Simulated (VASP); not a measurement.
A cell of GeF2 (relaxed from the fluorite structure, space group Fm-3m) near equilibrium:

```
CELL_PARAMETERS angstrom
      0.00000     2.72415     2.72415
      2.72415     0.00000     2.72415
      2.72415     2.72415     0.00000
ATOMIC_POSITIONS crystal
  Ge 0.00000 0.00000 0.00000
  F  0.25000 0.25000 0.25000
  F  0.75000 0.75000 0.75000
```

All values below come from PBEsol GGA, VASP's PBE PAW potentials (set 64) (plane waves; VASP 6.6.1).

```json
[
 {"run": "as it is", "ΔE (meV/atom)": "0.0", "σxx": "0.02", "σyy": "0.02", "σzz": "0.02", "largest shear component, with its sign (GPa)": "0.00", "largest force (eV/Å)": "0.000", "gap (eV)": "3.69"},
 {"run": "after one change", "ΔE (meV/atom)": "6.2", "σxx": "-3.84", "σyy": "-3.84", "σzz": "-3.84", "largest shear component, with its sign (GPa)": "0.00", "largest force (eV/Å)": "0.000", "gap (eV)": "3.70"}
]
```
Stress is in GPa, positive when the cell is compressed; gaps are those on the k-mesh, and 0.00 means metallic.

Task: Name the change that produced these shifts.
A) atom 3 (F) moved by 0.025 Å along z
B) isotropic strain of +1.5 %
C) shear strain γ_xy = +3.0 %
D) biaxial strain of +1.0 % in the yz plane

Result: B, isotropic strain of +1.5 %

The structure was generated: GeF2 was put into the fluorite type (Fm-3m), which need not be its known phase.
